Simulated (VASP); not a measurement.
Calculation: PBE GGA with D3 dispersion (Becke-Johnson damping), VASP's PBE PAW potentials (set 64) (plane waves; VASP 6.6.1).

VASP input:

POSCAR:
```
CoGa
1
    2.8508706412     0.0000000000     0.0000000000
    0.0000000000     2.8508706412     0.0000000000
    0.0000000000     0.0000000000     2.8508706412
Ga Co
1 1
Direct
  0.5000000000   0.5000000000   0.5000000000
  0.0000000000   0.0000000000   0.0000000000
```

KPOINTS:
```
Automatic mesh
0
Gamma
14 14 14
0 0 0
```

### INCAR
```
ALGO = Normal
EDIFF = 1E-7
ENCUT = 520
GGA = PE
ISIF = 2
ISMEAR = -5
IVDW = 12
LASPH = .TRUE.
LCHARG = .TRUE.
LMAXMIX = 4
LORBIT = 11
LREAL = .FALSE.
LWAVE = .FALSE.
NEDOS = 601
NELM = 100
PREC = Accurate
SYSTEM = CoGa
```

POTCAR, in this order: Ga_d Co (PBE.64 set). Program: vasp_std.

Output

**OUTCAR**
```
 ion  position               nearest neighbor table
   1  0.500  0.500  0.500-   2 2.47   2 2.47   2 2.47   2 2.47   2 2.47   2 2.47   2 2.47   2 2.47
  LATTYP: Found a simple cubic cell.
 ALAT       =     2.8508706412
 Subroutine PRICEL returns:
 Original cell was already a primitive cell.
 Subroutine GETGRP returns: Found 48 space group operations
The static configuration has the point symmetry O_h .
The dynamic configuration has the point symmetry O_h .
 Subroutine INISYM returns: Found 48 space group operations
 Subroutine IBZKPT returns following result:
 Found    120 irreducible k-points:

 Following reciprocal coordinates:
            Coordinates               Weight
  0.000000  0.000000  0.000000      1.000000
  0.071429  0.000000  0.000000      6.000000
  0.142857  0.000000  0.000000      6.000000
  0.214286  0.000000  0.000000      6.000000
  0.285714  0.000000  0.000000      6.000000
  0.357143  0.000000  0.000000      6.000000
  0.428571  0.000000  0.000000      6.000000
  0.500000  0.000000  0.000000      3.000000
  0.071429  0.071429  0.000000     12.000000
  0.142857  0.071429  0.000000     24.000000
  0.214286  0.071429  0.000000     24.000000
  0.285714  0.071429  0.000000     24.000000
  0.357143  0.071429  0.000000     24.000000
  0.428571  0.071429  0.000000     24.000000
  0.500000  0.071429  0.000000     12.000000
  0.142857  0.142857  0.000000     12.000000
  0.214286  0.142857  0.000000     24.000000
  0.285714  0.142857  0.000000     24.000000
  0.357143  0.142857  0.000000     24.000000
  0.428571  0.142857  0.000000     24.000000
  0.500000  0.142857  0.000000     12.000000
  0.214286  0.214286  0.000000     12.000000
  0.285714  0.214286  0.000000     24.000000
  0.357143  0.214286  0.000000     24.000000
  0.428571  0.214286  0.000000     24.000000
  0.500000  0.214286  0.000000     12.000000
  0.285714  0.285714  0.000000     12.000000
  0.357143  0.285714  0.000000     24.000000
  0.428571  0.285714  0.000000     24.000000
  0.500000  0.285714  0.000000     12.000000
  0.357143  0.357143  0.000000     12.000000
  0.428571  0.357143  0.000000     24.000000
  0.500000  0.357143  0.000000     12.000000
  0.428571  0.428571  0.000000     12.000000
  0.500000  0.428571  0.000000     12.000000
  0.500000  0.500000  0.000000      3.000000
  0.071429  0.071429  0.071429      8.000000
  0.142857  0.071429  0.071429     24.000000
  0.214286  0.071429  0.071429     24.000000
  0.285714  0.071429  0.071429     24.000000
   k-points           NKPTS =    120   k-points in BZ     NKDIM =    120   number of bands    NBANDS=     15
   number of dos      NEDOS =    601   number of ions     NIONS =      2
   total plane-waves  NPLWV =  13824
   dimension x,y,z NGX =    24 NGY =   24 NGZ =   24
   dimension x,y,z NGXF=    48 NGYF=   48 NGZF=   48
   ions per type =               1   1
   PREC   = accura    normal or accurate (medium, high low for compatibility)
   ISTART =      0    job   : 0-new  1-cont  2-samecut
   ICHARG =      2    charge: 1-file 2-atom 10-const
   ISPIN  =      1    spin polarized calculation?
   LNONCOLLINEAR =      F non collinear calculations
   LSORBIT =      F    spin-orbit coupling
   INIWAV =      1    electr: 0-lowe 1-rand  2-diag
   ENCUT  =  520.0 eV  38.22 Ry    6.18 a.u.   5.30  5.30  5.30*2*pi/ulx,y,z
   NELM   =    100;   NELMIN=  2; NELMDL= -5     # of ELM steps
   EDIFF  = 0.1E-06   stopping-criterion for ELM
   LREAL  =      F    real-space projection
   NLSPLINE    = F    spline interpolate recip. space projectors
   LMAXMIX     =    4 max onsite mixed and CHGCAR
   VOSKOWN=      0    Vosko Wilk Nusair interpolation
...
```

OSZICAR:
```
       N       E                     dE             d eps       ncg     rms          rms(c)
DAV:   1     0.998411835395E+02    0.99841E+02   -0.10868E+04  3824   0.263E+03
DAV:   2    -0.641173937606E+01   -0.10625E+03   -0.10420E+03  3677   0.360E+02
DAV:   3    -0.113561547420E+02   -0.49444E+01   -0.49222E+01  4216   0.828E+01
DAV:   4    -0.114297800941E+02   -0.73625E-01   -0.73599E-01  4837   0.942E+00
DAV:   5    -0.114316925657E+02   -0.19125E-02   -0.19126E-02  4405   0.133E+00    0.973E+00
DAV:   6    -0.123159853945E+02   -0.88429E+00   -0.21257E+01  4095   0.623E+01    0.107E+01
DAV:   7    -0.104894888040E+02    0.18265E+01   -0.86035E+00  3748   0.462E+01    0.191E+00
DAV:   8    -0.104696154996E+02    0.19873E-01   -0.23691E-01  4285   0.559E+00    0.629E-01
DAV:   9    -0.104639178278E+02    0.56977E-02   -0.18733E-02  5062   0.223E+00    0.128E-01
DAV:  10    -0.104636606327E+02    0.25720E-03   -0.61377E-04  4762   0.361E-01    0.664E-02
DAV:  11    -0.104636435124E+02    0.17120E-04   -0.75284E-05  5152   0.157E-01    0.120E-02
DAV:  12    -0.104636441416E+02   -0.62921E-06   -0.39217E-06  5158   0.350E-02    0.236E-03
DAV:  13    -0.104636445226E+02   -0.38100E-06   -0.33709E-07  3676   0.940E-03    0.123E-03
DAV:  14    -0.104636441456E+02    0.37698E-06   -0.98812E-08  2116   0.586E-03    0.352E-04
DAV:  15    -0.104636441467E+02   -0.10587E-08   -0.11349E-08  2108   0.119E-03
   1 F= -.11352077E+02 E0= -.11352077E+02  d E =0.000000E+00
```

**OUTCAR**
```
------------------------ aborting loop because EDIFF is reached ----------------------------------------
 Edisp (eV)   -0.88843
  FORCE on cell =-STRESS in cart. coord.  units (eV):
  Direction    XX          YY          ZZ          XY          YZ          ZX
  --------------------------------------------------------------------------------------
  Total      -0.00774    -0.00774    -0.00774    -0.00000    -0.00000     0.00000
  in kB      -0.53519    -0.53519    -0.53519    -0.00000    -0.00000     0.00000
  external pressure =       -0.54 kB  Pullay stress =        0.00 kB
  volume of cell :       23.17
      direct lattice vectors                 reciprocal lattice vectors
     2.850870641  0.000000000  0.000000000     0.350770037  0.000000000  0.000000000
     0.000000000  2.850870641  0.000000000     0.000000000  0.350770037  0.000000000
     0.000000000  0.000000000  2.850870641     0.000000000  0.000000000  0.350770037
 POSITION                                       TOTAL-FORCE (eV/Angst)
 -----------------------------------------------------------------------------------
      1.42544      1.42544      1.42544         0.000000      0.000000      0.000000
      0.00000      0.00000      0.00000         0.000000      0.000000      0.000000
 -----------------------------------------------------------------------------------
    total drift:                                0.000000      0.000000     -0.000000
  FREE ENERGIE OF THE ION-ELECTRON SYSTEM (eV)
  ---------------------------------------------------
  free  energy   TOTEN  =       -11.3520772456 eV

  energy  without entropy=      -11.3520772456  energy(sigma->0) =      -11.35207725

 total charge

# of ion       s       p       d       tot
------------------------------------------
    1        0.851   0.916  10.064  11.830
    2        0.396   0.477   7.535   8.408
--------------------------------------------------
tot          1.247   1.393  17.598  20.238
```
(Selected blocks of OUTCAR.)

For a metal the tetrahedron method with Blöchl corrections gives inexact stress and forces.

The compound is CoGa in the CsCl type structure. It was relaxed first. The run is not spin-polarised, so no magnetic state was tried.
